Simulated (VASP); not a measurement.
# Rb3Ba (I4/mmm) in VASP: settings compared

The runs below take Rb3Ba through single point, relaxation of cell and atoms, with RPBE+D4, PBEsol+D4.

Everything below comes from runs of VASP 6.6.1. Logs are shortened: lines on timing, memory, paths and dates and some standing lists are left out, and cuts for length are marked.

## 1. Starting point

Symmetry: I4/mmm, No. 139, tetragonal system. Conventional cell: a = 6.743 Å, b = 6.743 Å, c = 14.743 Å, α = 90.00°, β = 90.00°, γ = 90.00°.

The cell comes from a database or a generator and needn't be the stable form of this composition.

## 2. Single point, RPBE+D4

run.py reads:

```python
from ase.calculators.vasp import Vasp
from ase.dft.bandgap import bandgap
from ase.spacegroup import crystal

atoms = crystal(
    ['Ba', 'Rb', 'Rb'],
    basis=[[0.0, 0.0, 0.0], [0.5, 0.5, 0.0], [0.5, 0.0, 0.25]],
    spacegroup=139,
    setting=1,
    cellpar=[6.742918, 6.742918, 14.742696, 90.0, 90.0, 90.0],
    primitive_cell=True,
)
calc = Vasp(
    directory='calc',
    xc='rpbe',
    pp='PBE',
    setups='recommended',
    prec='Accurate',
    encut=520,
    ediff=1e-06,
    ismear=-5,
    sigma=0.05,
    lreal=False,
    lasph=True,
    nelm=80,
    algo='Normal',
    isif=2,
    lwave=False,
    lcharg=True,
    ivdw=13,
    lelf=True,
    lvhar=True,
    kpts=[6, 6, 6],
    gamma=True,
    nbands=26,
)
atoms.calc = calc

print('energy (eV):', atoms.get_potential_energy())
print('free energy (eV):', atoms.get_potential_energy(force_consistent=True))
print('forces (eV/A):')
print(atoms.get_forces())
print('stress (eV/A^3, Voigt):', atoms.get_stress())
print('Fermi level (eV):', calc.get_fermi_level())
gap, top, bottom = bandgap(calc)
print('band gap (eV):', gap, 'from (spin, k, band)', top, 'to', bottom)
```

Potentials or basis: VASP PAW PBE potentials, release 64 (Ba_sv, Rb_sv).

Run with:

```
$ python run.py
```

Output:

```text
energy (eV): -4.11193617
free energy (eV): -4.11193617
forces (eV/A):
[[ 0.  0.  0.]
 [ 0.  0.  0.]
 [-0.  0. -0.]
 [-0. -0. -0.]]
stress (eV/A^3, Voigt): [-0.00074375 -0.00074375 -0.00059564  0.         -0.         -0.        ]
Fermi level (eV): 0.41176115
band gap (eV): 0.0 from (spin, k, band) (None, None, None) to (None, None, None)
```

OUTCAR:

```text
ENCUT = 520.000000
   EDIFF = 1.00e-06
   GGA = RP
   PREC = Accurate
   ISIF = 2
   ISMEAR = -5
   NELM = 80
   IVDW = 13
   LASPH = .TRUE.
   LREAL = .FALSE.

 ion  position               nearest neighbor table
   1  0.000  0.000  0.000-   2 4.77   2 4.77   2 4.77   2 4.77   4 5.00   3 5.00   4 5.00   3 5.00
                             4 5.00   4 5.00   3 5.00   3 5.00
   2  0.500  0.500  0.000-   1 4.77   1 4.77   1 4.77   1 4.77   4 5.00   3 5.00   4 5.00   3 5.00
                             3 5.00   3 5.00   4 5.00   4 5.00
   3  0.250  0.750  0.500-   4 4.77   4 4.77   4 4.77   4 4.77   2 5.00   1 5.00   2 5.00   1 5.00
                             1 5.00   1 5.00   2 5.00   2 5.00
   4  0.750  0.250  0.500-   3 4.77   3 4.77   3 4.77   3 4.77   2 5.00   1 5.00   2 5.00   1 5.00
                             2 5.00   2 5.00   1 5.00   1 5.00

  LATTYP: Found a body centered tetragonal cell.
 ALAT       =     6.7429180000
 C/A-ratio  =     2.1863970465

  Lattice vectors:

 A1 = (  -3.3714590000,   3.3714590000,   7.3713480000)
 A2 = (   3.3714590000,  -3.3714590000,   7.3713480000)
 A3 = (   3.3714590000,   3.3714590000,  -7.3713480000)

Analysis of symmetry for initial positions (statically):
=====================================================================
 Subroutine PRICEL returns:
 Original cell was already a primitive cell.

 Routine SETGRP: Setting up the symmetry group for a
 body centered tetragonal supercell.

 Subroutine GETGRP returns: Found 16 space group operations
 (whereof 16 operations were pure point group operations)
 out of a pool of 16 trial point group operations.

The static configuration has the point symmetry D_4h.

Analysis of symmetry for dynamics (positions and initial velocities):
=====================================================================
 Subroutine PRICEL returns:
 Original cell was already a primitive cell.

 Routine SETGRP: Setting up the symmetry group for a
 body centered tetragonal supercell.

 Subroutine GETGRP returns: Found 16 space group operations
 (whereof 16 operations were pure point group operations)
 out of a pool of 16 trial point group operations.

The dynamic configuration has the point symmetry D_4h.

 Subroutine INISYM returns: Found 16 space group operations
 (whereof 16 operations are pure point group operations),
 and found     1 'primitive' translations

----------------------------------------------------------------------------------------

                                     Primitive cell

  volume of cell :     335.1527

  direct lattice vectors                    reciprocal lattice vectors
    -3.371459000  3.371459000  7.371348000     0.000000000  0.148303746  0.067830199
     3.371459000 -3.371459000  7.371348000     0.148303746  0.000000000  0.067830199
     3.371459000  3.371459000 -7.371348000     0.148303746  0.148303746  0.000000000

  length of vectors
     8.778965937  8.778965937  8.778965937     0.163079542  0.163079542  0.209733169

  position of ions in fractional coordinates (direct lattice)
     0.000000000  0.000000000  0.000000000
     0.500000000  0.500000000  0.000000000
     0.250000000  0.750000000  0.500000000
     0.750000000  0.250000000  0.500000000

  ion indices of the primitive-cell ions
   primitive index   ion index
                 1           1
                 2           2
                 3           3
[... 35 lines left out ...]
  0.500000 -0.000000  0.000000      4.000000
  0.166667  0.166667  0.000000      8.000000
  0.333333  0.166667  0.000000     16.000000
[... 16 lines left out ...]
 -0.333333 -0.333333  0.166667      8.000000
 -0.166667 -0.333333  0.166667      8.000000
 [... further k-points ...]
   k-points           NKPTS =     30   k-points in BZ     NKDIM =     30   number of bands    NBANDS=     26
   number of dos      NEDOS =    301   number of ions     NIONS =      4
   total plane-waves  NPLWV = 343000
   dimension x,y,z NGX =    70 NGY =   70 NGZ =   70
   dimension x,y,z NGXF=   140 NGYF=  140 NGZF=  140
   ions per type =               1   3
   NGX,Y,Z   is equivalent  to a cutoff of  13.26, 13.26, 13.26 a.u.
   NGXF,Y,Z  is equivalent  to a cutoff of  26.51, 26.51, 26.51 a.u.
 SYSTEM =  unknown system
   PREC   = accura    normal or accurate (medium, high low for compatibility)
   ISTART =      0    job   : 0-new  1-cont  2-samecut
   ICHARG =      2    charge: 1-file 2-atom 10-const
   ISPIN  =      1    spin polarized calculation?
   LNONCOLLINEAR =      F non collinear calculations
   LSORBIT =      F    spin-orbit coupling
   LASPH  =      T    aspherical Exc in radial PAW
   ENCUT  =  520.0 eV  38.22 Ry    6.18 a.u.  16.32 16.32 16.32*2*pi/ulx,y,z
   NELM   =     80;   NELMIN=  2; NELMDL= -5     # of ELM steps
   EDIFF  = 0.1E-05   stopping-criterion for ELM
   LREAL  =      F    real-space projection
   EDIFFG = 0.1E-04   stopping-criterion for IOM
   NSW    =      0    number of steps for IOM
   IBRION =     -1    ionic relax: 0-MD 1-quasi-New 2-CG
   NFREE  =      0    steps in history (QN), initial steepest desc. (CG)
   ISIF   =      2    stress and relaxation
   ISYM   =      2    0-nonsym 1-usesym 2-fastsym
   POTIM  = 0.5000    time-step for ionic-motion
   TEBEG  =    0.0;   TEEND  =   0.0 temperature during run
   PSTRESS=    0.0 pullay stress
   NELECT =      37.0000    total number of electrons
   NUPDOWN=      -1.0000    fix difference up-down
   EMIN   =  10.00;   EMAX   =-10.00  energy-range for DOS
   EFERMI =   0.00;   METHOD = LEGACY
   ISMEAR =    -5;   SIGMA  =   0.05  broadening in eV -4-tet -1-fermi 0-gaus
   EFERMI_NEDOS =   21; number of points for ismear=-14 and -15
   IALGO  =     38    algorithm
   IMIX   =      4    mixing-type and parameters
     AMIX     =   0.40;   BMIX     =  1.00
     AMIX_MAG =   1.60;   BMIX_MAG =  1.00
  volume/ion in A,a.u.               =      83.79       565.43
  Fermi-wavevector in a.u.,A,eV,Ry     =   0.785346  1.484089  8.391648  0.616769
  Thomas-Fermi vector in A             =   1.889664
   LORBIT       =      0    0 simple, 1 ext, 2 COOP (PROOUT), +10 PAW based schemes
   GGA     = RP    functional components
   LHFCALC =     F    Hartree Fock is set to
   AEXX    =    0.0000 exact exchange contribution
   IVDW    =    13    specifies the selected vdW correction
   LEPSILON=     F    determine dielectric tensor
   LRPA    =     F    only Hartree local field effects (RPA)
 non-spin polarized calculation
 Fermi weights with tetrahedron method with Bloechl corrections
  energy-cutoff  :      520.00
  volume of cell :      335.15
 maximum number of plane-waves:      9067
 NGX is ok and might be reduce to    70
   NGX = 33   NGY = 33   NGZ = 33

 number of electron      37.0000000 magnetization

 Free energy of the ion-electron system (eV)
  ---------------------------------------------------
  ext. energy  EPLUGINS =         0.00000000
  ---------------------------------------------------
  free energy    TOTEN  =        -3.60191578 eV

  energy without entropy =       -3.60191578  energy(sigma->0) =       -3.60191578

 E-fermi :   0.4118     XC(G=0):  -5.7741

 val. band max:        0.4540419155   @ k =  -0.3333   0.3333   0.0000
 cond. band min:       0.3109320773   @ k =   0.5000   0.5000   0.1667
 fundamental gap:     -0.1431098382
 Fermi energy:         0.4117611487

 k-point     1 :       0.0000    0.0000    0.0000
  band No.  band energies     occupation
      1     -29.6837      2.00000
      2     -28.2172      2.00000
      3     -28.2115      2.00000
      4     -28.1226      2.00000
      5     -14.8146      2.00000
      6     -14.8061      2.00000
[... 685 lines left out ...]
     25       2.1147      0.00000
     26       2.1836      0.00000

 [... further k-points ...]

------------------------ aborting loop because EDIFF is reached ----------------------------------------

  DFT-D4 for vdW energy calculation

  Edisp (eV):   -0.51002

  FORCE on cell =-STRESS in cart. coord.  units (eV):
  Direction    XX          YY          ZZ          XY          YZ          ZX
  --------------------------------------------------------------------------------------
  -------------------------------------------------------------------------------------
  Total       0.24927     0.24927     0.19963     0.00000     0.00000     0.00000
  in kB       1.19162     1.19162     0.95433     0.00000     0.00000     0.00000
  external pressure =        1.11 kB  Pullay stress =        0.00 kB

 VOLUME and BASIS-vectors are now :
 -----------------------------------------------------------------------------
  energy-cutoff  :      520.00
  volume of cell :      335.15
      direct lattice vectors                 reciprocal lattice vectors
    -3.371459000  3.371459000  7.371348000     0.000000000  0.148303746  0.067830199
     3.371459000 -3.371459000  7.371348000     0.148303746  0.000000000  0.067830199
     3.371459000  3.371459000 -7.371348000     0.148303746  0.148303746  0.000000000

 POSITION                                       TOTAL-FORCE (eV/Angst)
 -----------------------------------------------------------------------------------
      0.00000      0.00000      0.00000         0.000000      0.000000      0.000000
      0.00000      0.00000      7.37135         0.000000      0.000000      0.000000
      3.37146     -0.00000      3.68567        -0.000000      0.000000     -0.000000
     -0.00000      3.37146      3.68567        -0.000000     -0.000000     -0.000000
 -----------------------------------------------------------------------------------
    total drift:                               -0.000000     -0.000000      0.000000

  FREE ENERGIE OF THE ION-ELECTRON SYSTEM (eV)
  ---------------------------------------------------
  free  energy   TOTEN  =        -4.1119361671 eV

  energy  without entropy=       -4.1119361671  energy(sigma->0) =       -4.11193617
```

INCAR:

```text
ENCUT = 520.000000
SIGMA = 0.050000
EDIFF = 1.00e-06
ALGO = Normal
GGA = RP
PREC = Accurate
ISIF = 2
ISMEAR = -5
NBANDS = 26
NELM = 80
IVDW = 13
LASPH = .TRUE.
LCHARG = .TRUE.
LELF = .TRUE.
LVHAR = .TRUE.
LWAVE = .FALSE.
LREAL = .FALSE.
```

Wall time 10 min (1 thread of Intel Xeon Platinum 8259CL at 2.50GHz (Skylake/Cascade Lake), shared host); peak memory 0.83 GiB.

Results:

```
Free energy                : -4.1119 eV
Pressure                   : 0.1 GPa
Band gap on the k mesh     : none (metal or under the smearing width)
Dispersion energy per atom : -0.128 eV
```

Levels at points of the mesh, in eV from the Fermi level:
| k point | band 15 | band 16 | band 17 | band 18 | band 19 | band 20 | band 21 | band 22 |
| --- | --- | --- | --- | --- | --- | --- | --- | --- |
| (0.00, 0.00, 0.00) | -12.63 | -12.63 | -2.17 | 0.02 | 0.26 | 0.82 | 0.82 | 0.91 |
| (0.50, 0.00, 0.00) | -12.64 | -12.63 | -1.13 | -0.81 | 0.11 | 0.42 | 0.63 | 0.88 |
| (0.50, 0.50, 0.00) | -12.64 | -12.63 | -0.50 | -0.19 | -0.18 | -0.15 | 0.59 | 0.70 |
| (0.50, 0.50, 0.50) | -12.63 | -12.63 | -1.48 | -1.13 | 0.01 | 0.34 | 0.81 | 0.81 |

Caveat: the PAW data sets were made with another functional, which shifts forces and pressure a little; pairwise dispersion overbinds metals, which lowers pressure and volume; tetrahedron occupations give inexact forces and stress in metals. The run has no spin-orbit coupling, so splittings on Ba are missing.

## 3. Relaxation of cell and atoms, PBEsol+D4 (volume scaled by 1.04)

run.py reads:

```python
from ase.calculators.vasp import Vasp
from ase.filters import FrechetCellFilter
from ase.optimize import BFGS
from ase.spacegroup import crystal

atoms = crystal(
    ['Ba', 'Rb', 'Rb'],
    basis=[[0.0, 0.0, 0.0], [0.5, 0.5, 0.0], [0.5, 0.0, 0.25]],
    spacegroup=139,
    setting=1,
    cellpar=[6.83165078, 6.83165078, 14.93670109, 90.0, 90.0, 90.0],
    primitive_cell=True,
)
calc = Vasp(
    directory='calc',
    xc='pbesol',
    pp='PBE',
    setups='recommended',
    pp_version='54',
    prec='Accurate',
    encut=600,
    ediff=1e-06,
    ismear=1,
    sigma=0.2,
    lreal=False,
    lasph=True,
    nelm=100,
    algo='Fast',
    isif=2,
    lwave=False,
    lcharg=False,
    ivdw=13,
    kpts=[5, 5, 5],
    gamma=True,
)
atoms.calc = calc
opt = BFGS(FrechetCellFilter(atoms), trajectory='relax.traj')
converged = opt.run(fmax=0.005, steps=40)
print('converged:', converged)

print('energy (eV):', atoms.get_potential_energy())
print('free energy (eV):', atoms.get_potential_energy(force_consistent=True))
print('forces (eV/A):')
print(atoms.get_forces())
print('stress (eV/A^3, Voigt):', atoms.get_stress())
print('Fermi level (eV):', calc.get_fermi_level())
print('cell (A, degrees):', atoms.cell.cellpar())
print('volume (A^3):', atoms.get_volume())
print('scaled positions:')
print(atoms.get_scaled_positions())
```

Potentials or basis: VASP PAW PBE potentials, release 54 (Ba_sv, Rb_sv).

Run with:

```
$ python run.py
```

It took 42 min on 1 thread of Intel Xeon Platinum 8259CL at 2.50GHz (Skylake/Cascade Lake), shared host; peak memory 0.76 GiB.

Results (log left out):

| Quantity | Value |
| --- | --- |
| Free energy | -4.7563 eV |
| Relaxed volume | 77.05 Å³/atom |
| Relaxed cell | a = 8.424 Å, b = 8.424 Å, c = 8.424 Å, α = 133.59°, β = 133.59°, γ = 67.73° |
| Space group after relaxing (to 0.05 Å) | I4/mmm (No. 139) |
| Energy gained by relaxing | -7.9 meV/atom |
| Ionic steps | 6 |
| Pressure after relaxing | 0.0 GPa |
| Band gap on the k mesh | none (metal or under the smearing width) |
| Dispersion energy per atom | -0.030 eV |

The path:
```tsv
step	energy change (eV)	largest force (eV/Å)	pressure (GPa)	volume (Å³)
1	0.0000	0.0000	-0.45	348.56
2	-0.0025	0.0000	-0.44	347.65
3	0.0350	0.0000	0.09	301.61
4	0.0333	0.0000	0.00	307.98
5	0.0333	0.0000	0.00	307.99
6	0.0316	0.0000	0.00	308.22
```

Final structure:
```xyz
4
Lattice="-3.3190 3.3190 6.9948 3.3190 -3.3190 6.9948 3.3190 3.3190 -6.9948" Properties=species:S:1:pos:R:3 pbc="T T T"
Ba    0.0000    0.0000    0.0000
Rb    0.0000    0.0000    6.9948
Rb    3.3190    0.0000    3.4974
Rb    0.0000    3.3190    3.4974
```

Levels at points of the mesh, in eV from the Fermi level:
```csv
k point,band 17,band 18,band 19,band 20,band 21,band 22
"(0.00, 0.00, 0.00)",-2.30,0.00,0.26,0.81,0.81,0.86
```

Caveat: the PAW data sets were made with another functional, which shifts forces and pressure a little; pairwise dispersion overbinds metals, which lowers pressure and volume.

## 4. For comparison

An earlier run on the cell as given: functional PBE; potentials or basis VASP PAW PBE potentials, release 64 (Ba_sv, Rb_sv); cutoff 520 eV; k mesh 6 × 6 × 6; occupations fermi-dirac, width 0.05 eV; no spin polarisation.

- Pressure: 0.0 GPa
- Band gap on the k mesh: none (metal or under the smearing width)

## 5. Summary

```tsv
task	level	potentials or basis	cell	k mesh	cutoff (eV)	smearing	optimiser	gap on the mesh (eV)	pressure (GPa)
single point	RPBE+D4	VASP PAW PBE potentials, release 64 (Ba_sv, Rb_sv)	as given	6 × 6 × 6	520	tetrahedron	-	none	0.1
relaxation of cell and atoms	PBEsol+D4	VASP PAW PBE potentials, release 54 (Ba_sv, Rb_sv)	relaxed from: volume scaled by 1.04	5 × 5 × 5	600	methfessel-paxton 0.2 eV	BFGS	none	0.0
single point	PBE	VASP PAW PBE potentials, release 64 (Ba_sv, Rb_sv)	as given	6 × 6 × 6	520	fermi-dirac 0.05 eV	-	none	0.0
```

Alike in all rows: no spin polarisation.

Caveats: the PAW data sets were made with another functional, which shifts forces and pressure a little (some runs); pairwise dispersion overbinds metals, which lowers pressure and volume (some runs); tetrahedron occupations give inexact forces and stress in metals (some runs).

Absolute energies hang on the potentials; compare differences alone.
